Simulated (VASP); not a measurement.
## CeHg$_{2}$ (space group P6/mmm): computed properties

Level of theory: PBEsol GGA, VASP's PBE PAW potentials (set 64) (plane waves; VASP 6.6.1).

```
Property                                                                                  Value
----------------------------------  -----------------------------------------------------------
space group                                                                        P6/mmm (191)
cell                                a = b = 4.9815 Å, c = 3.2871 Å, α = β = 90.00°, γ = 120.00°
volume per atom                                                                   23.55 Å³/atom
band gap (over mesh and band path)                     none (metal, semimetal or under 0.01 eV)
cell moment                                                                             1.23 μB
band gap with spin-orbit coupling                                               none (metallic)
density                                                                             12.72 g/cm³
```

CeHg₂ is taken in the hexagonal space group P6/mmm (No. 191), Pearson symbol hP3. Cell: a = b = 4.982 Å, c = 3.287 Å, α = β = 90.00°, γ = 120.00°. Ce on 1a has 2 Ce at 3.287 Å and 12 Hg at 3.313 Å. Hg on 2d sees 3 Hg at 2.876 Å and 2 Hg at 3.287 Å and 6 Ce at 3.313 Å. (Neighbours: up to the widest gap in distance over summed covalent radii, below 1.35, at either atom.)

The run has a spin-polarised start. Unless said otherwise, spin-orbit coupling is left out, though it shifts the bands of the heavy elements here.

The structure comes from a computed database's CeHg2 entry (P6/mmm); how it stands against other phases isn't given here. It was relaxed first, which changed the volume by -6 %. Symmetry was kept, so distortions that lower it aren't found.
